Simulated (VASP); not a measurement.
Given:

```
Mg
1.0
    1.59356    -2.76012     0.00000
    1.59356     2.76012     0.00000
    0.00000     0.00000     5.09627
Mg
2
Direct
  0.33333   0.66667   0.25000
  0.66667   0.33333   0.75000
```

These are SCAN meta-GGA, VASP's PBE PAW potentials (set 64) (plane waves; VASP) values and carry that method's errors. Numerical set-up: 520 eV cut-off, 15×15×8 Γ-centred mesh, tetrahedra with Blöchl corrections, potentials Mg.

Estimate the energy per atom (σ→0), band gap (over mesh and band path) with the smallest direct gap where there is one.

```json
{
  "band gap (over mesh and band path)": "none (metal, semimetal or under 0.01 eV)",
  "energy per atom (σ→0)": "-479.1 kJ/mol-atom"
}
```

The absolute energy has meaning only against runs of the same code, potentials and settings.

The compound is Mg in the hcp structure. It was relaxed first.
